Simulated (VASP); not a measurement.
The system is KTaGa3.

```
K Ta Ga
1.0
     4.48468    0.00000    0.00000
     0.00000    4.48468    0.00000
     0.00000    0.00000    4.48468
K Ta Ga
1 1 3
Direct
  0.00000 0.00000 0.00000
  0.50000 0.50000 0.50000
  0.50000 0.50000 0.00000
  0.00000 0.50000 0.50000
  0.50000 0.00000 0.50000
```

The cell was built by a generator and needn't be a form met in nature.

Base run:

| Item | Value |
| --- | --- |
| Program | VASP 6.6.1 |
| Functional | PBE |
| Potentials or basis | VASP PAW PBE potentials, release 64 (K_sv, Ta_pv, Ga_d) |
| Cutoff | 520 eV |
| k mesh | 4 × 4 × 4 |
| Occupations | gaussian, width 0.018 eV |
| Spin | no spin polarisation |

Its results: band gap on the k mesh none (metal or under the smearing width); pressure 45.1 GPa.

Task: The run is repeated on the same cell with these changes: functional from PBE to revPBE; k mesh from 4 × 4 × 4 to 4 × 4 × 4, shifted. What comes out?

Result: Band gap on the k mesh none (metal or under the smearing width); pressure 47.6 GPa.

Several settings changed at once, so the effect can't be laid on one alone.

Caveats: a pressure of tens of GPa on the cell as given is suspect, and the run, the potentials or the cell itself is likely at fault; the PAW data sets were made with another functional, which shifts forces and pressure a little (some runs).
